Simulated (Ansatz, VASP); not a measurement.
**GaAs: VASP beside Ansatz**

Wanted: the spread between two codes on one cell, functional and k mesh. The cell is taken from a series of runs on this material, whose earlier steps may have relaxed, scaled, displaced or heated it; both programs get it as it stands.

Method: plane waves, with VASP 6.6.1 beside it; relaxation of cell and atoms at LDA and zone-centre phonons at LDA, in Ansatz 0.2.0.

### 1. The structure

The structure is cubic, space group F-43m (No. 216). Conventional cell: a = 5.603 Å, b = 5.603 Å, c = 5.603 Å, α = 90.00°, β = 90.00°, γ = 90.00°. Nearest to Ga lie 4 As at 2.43 Å. Nearest to As lie 4 Ga at 2.43 Å. Farther neighbours are not listed.

### 2. VASP: relaxation of cell and atoms, LDA

The relaxed volume is the usual yardstick between codes: in a stiff, nearly cubic crystal its relative difference is about their pressure difference at one cell divided by the bulk modulus.

Lines of VASP's logs that name or quote its potential files are left out, and so is its time.

The input, INCAR:

```
SYSTEM = GaAs
PREC = Accurate
ENCUT = 500
EDIFF = 1E-07
NELM = 120
ISMEAR = 0
SIGMA = 0.01
LREAL = .FALSE.
ALGO = Normal
GGA = CA
NBANDS = 15
LORBIT = 11
LWAVE = .FALSE.
LCHARG = .FALSE.
ISIF = 3
IBRION = 2
NSW = 80
EDIFFG = -0.005
LASPH = .TRUE.
GGA_COMPAT = .FALSE.
NELMIN = 4
EFERMI = MIDGAP
KPAR = 2
```

The input, POSCAR:

```
GaAs
1.0
   -2.8012810000      0.0000000000      2.8012810000
    0.0000000000      2.8012810000      2.8012810000
   -2.8012810000      2.8012810000      0.0000000000
Ga As
1 1
Direct
    0.0000000000      0.0000000000      0.0000000000
    0.2500000892      0.2500000892      0.2500000892
```

The input, KPOINTS:

```
Automatic mesh
0
Gamma
12 12 12
0 0 0
```

PAW data sets: Ga_d and As (LDA family, release 64).

Run with:

```sh
$ mpirun -np 2 vasp_std
```

Numbers of over 12 decimals in the logs are rounded to 6 here.

Output:

```text
[banner, memory and clock lines left out]
running    2 mpi-ranks, on    1 nodes
 distrk:  each k-point on    1 cores,    2 groups
 distr:  one band on    1 cores,    1 groups

 POSCAR found type information on POSCAR GaAs
 POSCAR found :  2 types and       2 ions
 LDA part: xc-table for (Slater(with rela. corr.)+CA(PZ))
 , standard interpolation
 POSCAR, INCAR and KPOINTS ok, starting setup
 FFT: planning ... GRIDC
 FFT: planning ... GRID_SOFT
 FFT: planning ... GRID
 WAVECAR not read
 entering main loop
       N       E                     dE             d eps       ncg     rms          rms(c)
DAV:   1     0.827070794975E+02    0.82707E+02   -0.89507E+03  2200   0.167E+03
DAV:   2    -0.295744815452E+01   -0.85665E+02   -0.82021E+02  2398   0.317E+02
DAV:   3    -0.976710964163E+01   -0.68097E+01   -0.67815E+01  2657   0.708E+01
DAV:   4    -0.987513997221E+01   -0.10803E+00   -0.10800E+00  2577   0.990E+00
DAV:   5    -0.987677096045E+01   -0.16310E-02   -0.16309E-02  2762   0.109E+00    0.308E+00
DAV:   6    -0.968786984206E+01    0.18890E+00   -0.22978E-01  3345   0.887E+00    0.181E+00
DAV:   7    -0.964512926916E+01    0.42741E-01   -0.67537E-02  3037   0.203E+00    0.525E-01
DAV:   8    -0.964195247917E+01    0.31768E-02   -0.91197E-03  2720   0.111E+00    0.110E-01
DAV:   9    -0.964192175574E+01    0.30723E-04   -0.71540E-04  2693   0.339E-01    0.419E-02
DAV:  10    -0.964192652258E+01   -0.47668E-05   -0.41297E-05  3408   0.708E-02    0.220E-02
DAV:  11    -0.964193130227E+01   -0.47797E-05   -0.67059E-06  2489   0.408E-02    0.248E-03
DAV:  12    -0.964193118450E+01    0.11776E-06   -0.48461E-07  2706   0.103E-02    0.195E-03
DAV:  13    -0.964193118590E+01   -0.13952E-08   -0.70304E-08  1787   0.225E-03
   1 F= -.96419312E+01 E0= -.96419312E+01  d E =-.964193E+01
 curvature:   0.00 expect dE= 0.000E+00 dE for cont linesearch  0.000E+00
 trial: gam= 0.00000 g(F)=  0.288E-42 g(S)=  0.647E-03 ort = 0.000E+00 (trialstep = 0.100E+01)
 search vector abs. value=  0.647E-03
 bond charge predicted
       N       E                     dE             d eps       ncg     rms          rms(c)
DAV:   1    -0.964944888252E+01   -0.75177E-02   -0.90423E-02  2699   0.568E+00    0.489E-01
DAV:   2    -0.964370180707E+01    0.57471E-02   -0.93702E-03  2678   0.212E+00    0.223E-01
DAV:   3    -0.964225157027E+01    0.14502E-02   -0.15188E-03  2769   0.746E-01    0.490E-02
DAV:   4    -0.964211684439E+01    0.13473E-03   -0.14795E-04  2546   0.165E-01    0.173E-02
DAV:   5    -0.964209523531E+01    0.21609E-04   -0.11385E-05  2810   0.450E-02    0.398E-03
DAV:   6    -0.964209493601E+01    0.29930E-06   -0.67846E-07  2800   0.106E-02    0.252E-03
DAV:   7    -0.964209491912E+01    0.16887E-07   -0.11394E-07  1451   0.647E-03
   2 F= -.96420949E+01 E0= -.96420949E+01  d E =-.163733E-03
 trial-energy change:   -0.000164  1 .order   -0.000164   -0.000647    0.000319
 step:   0.6697(harm=  0.6697)  dis= 0.00000  next Energy=    -9.642148 (dE=-0.217E-03)
 bond charge predicted
       N       E                     dE             d eps       ncg     rms          rms(c)
DAV:   1    -0.964295212228E+01   -0.85719E-03   -0.97960E-03  2720   0.185E+00    0.162E-01
DAV:   2    -0.964232174315E+01    0.63038E-03   -0.10432E-03  2678   0.727E-01    0.734E-02
DAV:   3    -0.964216474635E+01    0.15700E-03   -0.15843E-04  2762   0.241E-01    0.167E-02
DAV:   4    -0.964214980666E+01    0.14940E-04   -0.15803E-05  2482   0.521E-02    0.574E-03
DAV:   5    -0.964214744007E+01    0.23666E-05   -0.12573E-06  2825   0.150E-02    0.127E-03
DAV:   6    -0.964214741121E+01    0.28855E-07   -0.57703E-08  1346   0.302E-03
   3 F= -.96421474E+01 E0= -.96421474E+01  d E =-.216225E-03
 curvature:  -0.33 expect dE=-0.663E-06 dE for cont linesearch -0.663E-06
 trial: gam=-0.05225 g(F)=  0.294E-41 g(S)=  0.198E-05 ort = 0.358E-04 (trialstep = 0.934E+00)
 search vector abs. value=  0.616E-08
 reached required accuracy - stopping structural energy minimisation
```

From OUTCAR (step 2):

```text
ion  position               nearest neighbor table
   1  0.000  0.000  0.000-   2 2.43   2 2.43   2 2.43   2 2.43
   2  0.250  0.250  0.250-   1 2.43   1 2.43   1 2.43   1 2.43

  LATTYP: Found a face centered cubic cell.
 ALAT       =     5.6025620000

 Subroutine GETGRP returns: Found 24 space group operations
 (whereof 24 operations were pure point group operations)

The static configuration has the point symmetry T_d .

 Found     72 irreducible k-points:

   k-points           NKPTS =     72   k-points in BZ     NKDIM =     72   number of bands    NBANDS=     15

   dimension x,y,z NGX =    30 NGY =   30 NGZ =   30
   dimension x,y,z NGXF=    60 NGYF=   60 NGZF=   60

   ENCUT  =  500.0 eV  36.75 Ry    6.06 a.u.   7.22  7.22  7.22*2*pi/ulx,y,z

   NELECT =      18.0000    total number of electrons

 k-points in reciprocal lattice and weights: Automatic mesh
   0.00000000  0.00000000  0.00000000       0.001
   0.08333333  0.00000000  0.00000000       0.005
   0.16666667  0.00000000  0.00000000       0.005
   0.25000000  0.00000000  0.00000000       0.005
   0.33333333  0.00000000  0.00000000       0.005
   0.41666667  0.00000000  0.00000000       0.005
   0.50000000  0.00000000  0.00000000       0.002
   0.08333333  0.08333333  0.00000000       0.003
   0.16666667  0.08333333  0.00000000       0.014
[...]
-0.33333333  0.50000000  0.16666667       0.007
  -0.25000000  0.50000000  0.25000000       0.003

 average (electrostatic) potential at core
       1 -67.3330       2 -53.5902

 E-fermi :   4.2709

 k-point     1 :       0.0000    0.0000    0.0000
  band No.  band energies     occupation
    ...
      5     -10.8668      2.00000
      6      -8.9101      2.00000
      7       4.0190      2.00000
      8       4.0190      2.00000
      9       4.0190      2.00000
     10       4.5228      0.00000
     11       7.6989      0.00000
     12       7.6989      0.00000
     13       7.6989      0.00000
     14      11.4365      0.00000
    ...

 k-point     2 :       0.0833    0.0000    0.0000
  band No.  band energies     occupation
    ...
      5     -10.8669      2.00000
      6      -8.8257      2.00000
      7       2.7750      2.00000
      8       3.9000      2.00000
      9       3.9000      2.00000
     10       5.3727      0.00000
     11       7.8546      0.00000
     12       7.8735      0.00000
     13       7.8735      0.00000
     14      11.9242      0.00000
    ...

 k-point     3 :       0.1667    0.0000    0.0000
  band No.  band energies     occupation
    ...
      5     -10.8670      2.00000
      6      -8.5796      2.00000
      7       1.2431      2.00000
      8       3.6219      2.00000
      9       3.6219      2.00000
     10       5.6190      0.00000
     11       8.2616      0.00000
     12       8.2616      0.00000
     13       8.6680      0.00000
     14      12.8319      0.00000
    ...

  Total        0.0052297      0.0052297      0.0052297      0.0000000     -0.0000000      0.0000000
  in kB        0.1897156      0.1897156      0.1897156      0.0000000     -0.0000000      0.0000000
  external PRESSURE =       0.1897156 kB  Pullay stress =       0.0000000 kB

  energy-cutoff  :      500.00
  volume of cell :       44.17
      direct lattice vectors                 reciprocal lattice vectors
    -2.805559228  0.000000000  2.805559228    -0.178217589 -0.178217589  0.178217589
    -0.000000000  2.805559228  2.805559228     0.178217589  0.178217589  0.178217589
    -2.805559228  2.805559228 -0.000000000    -0.178217589  0.178217589 -0.178217589

 POSITION                                       TOTAL-FORCE (eV/Angst)
 -----------------------------------------------------------------------------------
     -0.00000      0.00000      0.00000        -0.000000      0.000000      0.000000
     -1.40278      1.40278      1.40278         0.000000     -0.000000     -0.000000
 -----------------------------------------------------------------------------------
    total drift:                                0.000076     -0.000076     -0.000076

  FREE ENERGIE OF THE ION-ELECTRON SYSTEM (eV)
  ---------------------------------------------------
  free  energy   TOTEN  =        -9.6421474112 eV

  energy  without entropy=       -9.6421474112  energy(sigma->0) =       -9.64214741

 reached required accuracy - stopping structural energy minimisation

 total charge
# of ion       s       p       d       tot
------------------------------------------
    1        0.895   0.829   9.997  11.721
    2        1.217   1.609   0.033   2.859
--------------------------------------------------
tot          2.112   2.438  10.030  14.579

[... 3 further parts left out ...]
```

CONTCAR:

```
GaAs
   1.00000000000000
    -2.8055592277437085    0.0000000000000000    2.8055592277437085
    -0.0000000000000000    2.8055592277437085    2.8055592277437085
    -2.8055592277437085    2.8055592277437085   -0.0000000000000000
  Ga              As
     1     1
Direct
     0.0000000000000000    0.0000000000000000    0.0000000000000000
     0.2500000892000003    0.2500000892000003    0.2500000892000003
```

The run keeps the 24 symmetry operations of its start, so it cannot find a distortion of lower symmetry.

### 3. Ansatz: relaxation of cell and atoms, LDA

Ansatz runs on its default PAW (the set named soft_2) files.

The same cell, functional (in two slightly different forms) and mesh now go to Ansatz, which takes its cutoff from its data sets.

The input, input.yaml:

```yaml
crystal:
  lattice:
    - [-2.8012814299, 0.0, 2.8012814299]
    - [0.0, 2.8012814299, 2.8012814299]
    - [-2.8012814299, 2.8012814299, 0.0]
  atoms:
    - { symbol: Ga, position: [0.0, 0.0, 0.0] }
    - { symbol: As, position: [0.25, 0.25, 0.25] }
kpoints:
  mp_grid: { grid: [12, 12, 12] }
hamiltonian:
  xc: lda
scf:
  occupations: { method: fixed }
output:
  forces: true
  stress: true
  eigenvalues: true
  write_density: true
  write_potential: true
  elf: true
  volumetric_format: npy
relax:
  adjacent_minimum: "off"
  f_tol: 0.001
  max_steps: 60
  cell: { stress_tol: 0.01 }
```

Run with:

```sh
$ ansatz run input.yaml --threads 4 --pin off --max-ram 17408MiB --backend cpu --events-out ev --progress --plain --runs-dir out
```

Output:

```text
Engine: ansatz 0.2.0, aarch64-unknown-linux-gnu
Pseudopotentials: kind: paw
Pseudopotential: Ga, paw, valence charge 13, recommended cutoff 420 eV (normal), Ga.paw.azcp
Pseudopotential: As, paw, valence charge 15, recommended cutoff 420 eV (normal), As.paw.azcp
Functional definition: SPW92
  exchange = slater_x
  correlation = pw_c
Crystal: 2 atoms, lattice volume = 43.964 Å³
Basis set: ecut = 420 eV, 869 PW (Γ)
Bands: 18, of which v1, the nominal top of the filled ones, is band 14 counted from 1 (13 counted from 0)
Symmetry: 24 space group operations
Space group: F-43m (ITA 216), of the structure as read, at distance tolerance 3.5e-5 Å
k-points: 72 of 1728 (time reversal used)
Non-local potential: Ga, projectors of the file, l = 0: 2, l = 1: 2, l = 2: 3, l = 3: 1
Non-local potential: As, projectors of the file, l = 0: 2, l = 1: 2, l = 2: 3, l = 3: 1
PAW form: soft (Blöchl's): semilocal exchange-correlation on the pseudo side does not see the compensation charge
PAW frozen core: Ga, regenerated for the run's functional, and the local potential with it (the file was generated under x = pbe(κ = 0.804, μ = 0.219515), c = pbe(β = 0.066725))
PAW frozen core: As, regenerated for the run's functional, and the local potential with it (the file was generated under x = pbe(κ = 0.804, μ = 0.219515), c = pbe(β = 0.066725))
PAW one-centre angular grid: Ga, 590 points (default); XC on 64 Gauss nodes
PAW one-centre angular grid: As, 590 points (default); XC on 64 Gauss nodes
Initial density: superposition of atomic densities (neutral atoms: chi_scale 0, normalization atom), corrected by the library's trained network
Initial wavefunctions: pseudopotential atomic-orbital guess
Functional: x = slater, c = lda
SCF iter   1: F=—  HF=-8481.300798 eV  |F-HF|=—  |Δ(HF+E_count)|=         —  Δρ=5.19e-3  dr2=7.71e-3  ethr=1.77e-3  ⟨swp⟩=4.7  Hψ=5463  notcnv=0  defer=121
preconditioner: auto → none  [insulator: Δε(μ)=0.463 eV  Ē_g=15.599 eV  n_scr=14 (ndim 8)  ℏωp=23.8 eV  f_vac=0.078  ε∞_Penn≈3.3]
SCF iter   2: F=—  HF=-8481.297729 eV  |F-HF|=—  |Δ(HF+E_count)|=   3.07e-3  Δρ=2.59e-3  dr2=1.11e-3  ethr=2.75e-5  ⟨swp⟩=2.8  Hψ=2852  notcnv=0  defer=136
SCF iter   3: F=—  HF=-8481.297648 eV  |F-HF|=—  |Δ(HF+E_count)|=   8.04e-5  Δρ=7.27e-4  dr2=2.01e-4  ethr=3.97e-6  ⟨swp⟩=2.0  Hψ=2095  notcnv=0  defer=137
SCF iter   4: F=—  HF=-8481.297562 eV  |F-HF|=—  |Δ(HF+E_count)|=   8.63e-5  Δρ=2.69e-4  dr2=1.32e-5  ethr=7.17e-7  ⟨swp⟩=2.0  Hψ=2095  notcnv=0  defer=137
SCF iter   5: F=—  HF=-8481.297563 eV  |F-HF|=—  |Δ(HF+E_count)|=   1.16e-6  Δρ=1.60e-5  dr2=8.59e-8  ethr=4.72e-8  ⟨swp⟩=2.0  Hψ=1658  notcnv=0  defer=1
SCF iter   6: F=-8481.297563 eV  HF=-8481.297563 eV  |F-HF|=3.53e-9  |Δ(HF+E_count)|=   1.06e-8  Δρ=4.17e-6  dr2=4.03e-9  ethr=3.07e-10  ⟨swp⟩=7.5  Hψ=9090  notcnv=0
SCF 1 converged in 6 iterations: F = -8481.297563 eV  dr2 = 4.03e-9
  greatest PAW one-centre occupation: 0.999 electrons in one spin orbital (limit 2), on the As atom at site 1 (counted from 0), in its partial waves of l = 2
relax step   1: F+E_penalty+E_count = -8481.29756324 eV  Δ(F+E_penalty+E_count) = +0.000e0 eV  max|allowed force component| = 3.007e-17 eV/Å  Δτ_max = 0.0000 Å  P = +0.027 GPa  Ω = 43.964 Å³  (6 SCF iters, dr2 threshold 1.00e-7 eV, accepted)
[...]
relax step   2: F+E_penalty+E_count = -8481.29756210 eV  Δ(F+E_penalty+E_count) = +1.135e-6 eV  max|allowed force component| = 2.400e-17 eV/Å  Δτ_max = 0.0000 Å  P = +0.005 GPa  Ω = 43.977 Å³  energy of the carried Pulay correction = -2.410e-6 eV  (3 SCF iters, dr2 threshold 1.79e-9 eV, accepted)
[...]
relax step   3: F+E_penalty+E_count = -8481.29756210 eV  Δ(F+E_penalty+E_count) = -6.585e-10 eV  max|allowed force component| = 2.555e-17 eV/Å  Δτ_max = 0.0000 Å  P = +0.006 GPa  Ω = 43.977 Å³  stress off target by 5.53e-3 GPa  SCF on the basis re-selected at this cell (its energy is not comparable with the rows above)  (5 SCF iters)
basis re-selected at this cell: Δ(F+E_penalty+E_count) = -6.585e-10 eV, ΔP = +0.000 GPa vs the last step (what re-selecting the basis moved, of the pressure what is left beyond the Pulay correction that the steps carried, after the strain that the cell walked since its last selection, with what the two solves' SCF thresholds leave and, on support functions, any second-order correction that the steps lacked; it is no  [...]
SCF converged after 5 iterations
Free energy (F): -8481.297562 eV
Harris-Foulkes:  -8481.297562 eV  (|F-HF|=1.82e-12)
Internal energy: -8481.297562 eV  (E = F + TS)
E sigma→0 (E₀):  -8481.297562 eV
Fermi energy:    8.240040 eV
--- Per-component energies (eV) ---
  E_band       = -314.985829
  E_kinetic    = 220.942013
  E_local      = -3887.522103  (includes V_loc(G=0)·N_el)
  E_nonlocal   = -238.592355
  E_hartree    = 1958.130920
  E_xc         = -148.330980
  E_vxc        = -138.917683  (∫ρ·V_xc dr)
  E_paw        = -3666.629566  (= ΣΔE_a)
  E_vpaw       = -187.157488  (= ΣTr[D̂ρ^β])
  E_aug_tail   = -0.000107  (compensation charges beyond the density's cutoff)
  E_ewald      = -2723.099094
  E_core_change = 3.803710  (= ΣΔE_core)
  E_smearing   = -0.000000  (= −TS)
  E_closure    = -0.000000  (closes the sum)
  Σ components = -8481.297562   (vs F -8481.297562, Δ=0.00e0)
--- Forces (eV/Å), atoms counted from 1 ---
  atom   1  Ga    -0.00000000    -0.00000000    -0.00000000
  atom   2  As    -0.00000000     0.00000000     0.00000000
  max |Σ_I F_I| component: 4.60e-17 eV/Å
--- Stress (GPa, compression-positive) ---
        0.005530      -0.000000       0.000000
       -0.000000       0.005530       0.000000
        0.000000       0.000000       0.005530
  P = ⅓ Tr σ = 0.0055 GPa (0.055 kbar)
--- Band table (eV; the first three rows and the last of 72) ---
  k-point 0: bands = [... 10 lower, -4.7389, 8.2400, 8.2400, 8.2400, 8.7274, 11.9355, 11.9355, 11.9355]
  k-point 1: bands = [... 10 lower, -4.6539, 6.9869, 8.1207, 8.1207, 9.5863, 12.0894, 12.1106, 12.1106]
  k-point 2: bands = [... 10 lower, -4.4064, 5.4514, 7.8419, 7.8419, 9.8361, 12.4999, 12.4999, 12.9005]
  k-point 71: bands = [... 10 lower, -2.0643, 1.4385, 4.5569, 4.7476, 12.8936, 12.9021, 13.6288, 14.2090]
--- Relaxed structure (2 steps of the walk, 2 accepted, 1 SCFs on fresh bases) ---
  F+E_penalty+E_count = -8481.29756210 eV   max|allowed force component| = 2.555e-17 eV/Å   (the final SCF, on the basis selected at the relaxed cell)
  cell:  # Å, volume = 43.9770 Å³
    - [-2.801550, 0, 2.801550]
    - [0, 2.801550, 2.801550]
    - [-2.801550, 2.801550, 0]
  atoms:
    - { symbol: Ga, position: [0, 0, 0] }
    - { symbol: As, position: [0.250000, 0.250000, 0.250000] }
```

### 4. Side by side

Known differences besides the potentials themselves: the two LDA forms differ slightly; fixed occupations in Ansatz, narrow Gaussian smearing in VASP; the data sets hold 28 valence electrons in Ansatz (on its default PAW (the set named soft_2) files) and 18 in VASP; the cutoff is 420 eV in Ansatz and 500 eV in VASP; VASP's log shows a relativistic correction to its local exchange, Ansatz's none; Ansatz adds a Pulay correction to the stress that steers its cell, VASP none. Total energies have different zeros and are not compared.

The two programs side by side:

```csv
quantity,Ansatz,VASP,difference
volume (Å³),43.98,44.17,-0.43 %
"edge a after relaxation, in the typed setting (Å)",3.962,3.968,-0.14 %
```

(Continued in part 2 of 2.)

[Lines on the potential files, build, host, timing and source positions are cut from VASP's logs without a mark.]

[Logs are printed without paths, hosts, clocks, repeated set-up lines and the standing remarks that a program may print on its own settings, such as how far it seeks lower states.]

[Hosts, paths, dates, database ids (printed as entryN), source tags and the programs' standing remarks are cut or masked in the printed files.]
